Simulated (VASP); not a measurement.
Given:

```
CELL_PARAMETERS angstrom
      1.33209    -2.30725     0.00000
      1.33209     2.30725     0.00000
      0.00000     0.00000     4.21683
ATOMIC_POSITIONS crystal
  Os 0.33333 0.66667 0.25000
  Os 0.66667 0.33333 0.75000
```

Level of theory: LDA (Ceperley-Alder, Perdew-Zunger), VASP's LDA PAW potentials (set 64) (plane waves; VASP). Run with 500 eV cut-off, 16×16×9 Γ-centred mesh, first-order Methfessel-Paxton smearing of 0.10 eV, potentials Os.

Energy and stress use the plane-wave basis of the starting cell.

### Question
The ions, cell shape and volume at an external pressure of 45.0 GPa are relaxed. Give the cell that the relaxation ends in.

### Answer

```
CELL_PARAMETERS angstrom
      1.32098    -2.28800     0.00000
      1.32098     2.28800     0.00000
      0.00000     0.00000     4.18563
ATOMIC_POSITIONS crystal
  Os 0.33333 0.66667 0.25000
  Os 0.66667 0.33333 0.75000
```
Space group P6_3/mmc (194), at a tolerance of 0.03 Å.

### Question
How do energy and volume change from the first to the last step?

### Answer
The energy (σ→0) changes by +72.1 meV/atom and the volume by -2.4 %, in 7 ionic steps.

The compound is Os in the hcp structure. This run relaxes it under an external pressure of 45 GPa. Symmetry was kept, so distortions that lower it aren't found.
